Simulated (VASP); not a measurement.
Input:

```xyz
4
Lattice="4.1897 0.0000 0.0000 -2.0948 3.6284 0.0000 0.0000 0.0000 4.7146" Properties=species:S:1:pos:R:3 pbc="T T T"
V      0.0000     2.4189     4.4199
V      2.0948     1.2095     2.0626
Si     0.0000     2.4189     2.0626
Si     2.0948     1.2095     4.4199
```
Starting moments (μB, in the order of the record's atoms V V Si Si): 0.9 0.9 -0.1 -0.1.

The numbers are results of r2SCAN meta-GGA, VASP's PBE PAW potentials (set 64) (plane waves; VASP), not measurements. Run with 400 eV cut-off, 10×10×7 Γ-centred mesh, tetrahedra with Blöchl corrections, potentials V_sv Si.

The cores are frozen, which limits the accuracy of field gradients.

Question: Give the principal components of the electric field gradient (V/Å²) and the asymmetry η at each nucleus.

Answer: 
```tsv
atom	Vxx	Vyy	Vzz	η
V1	28.4	28.4	-56.7	0.00
V2	28.4	28.4	-56.7	0.00
Si3	6.2	6.2	-12.3	0.00
Si4	6.2	6.2	-12.3	0.00
```

The structure was generated: VSi was put into the wurtzite type (P6_3mc), which need not be its known phase. It was relaxed first, which changed the volume by -37 %. The relaxed cell has space group P6_3/mmc.
